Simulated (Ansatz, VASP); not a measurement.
# GaB3: VASP beside Ansatz

```
Ga B
1.0
     0.00000    2.65604    2.65604
     2.65604    0.00000    2.65604
     2.65604    2.65604    0.00000
Ga B
1 3
Cartesian
  0.0000 0.0000 0.0000
  2.6560 2.6560 2.6560
  1.3280 1.3280 1.3280
  3.9841 3.9841 3.9841
```

Change from the starting cell: species swapped into the ScCu3 type (Fm-3m, No. 225).

Alike in both runs: functional PBE; k mesh 16 × 16 × 16; occupations gaussian, width 0.1 eV; no spin polarisation.

Ansatz relaxed the structure, and its values are those at the end. VASP's run is a single point on that final structure, the one shown.

```csv
,VASP,Ansatz
version,VASP 6.6.1,Ansatz 0.2.0
potentials or method,"VASP PAW PBE potentials, release 64 (Ga_d, B)","scalar-relativistic, plane waves, PAW"
plane-wave cutoff (eV),520,420
valence electrons in the cell,22,22
```

VASP gave:

* gap on the k mesh at the Fermi level (eV): none
* pressure (GPa): 0.1

Task: Which values does Ansatz return?

Result: gap on the k mesh at the Fermi level (eV): none; pressure (GPa): 0.0.

A gap of «none» marks a metal or a gap that the smearing closes.
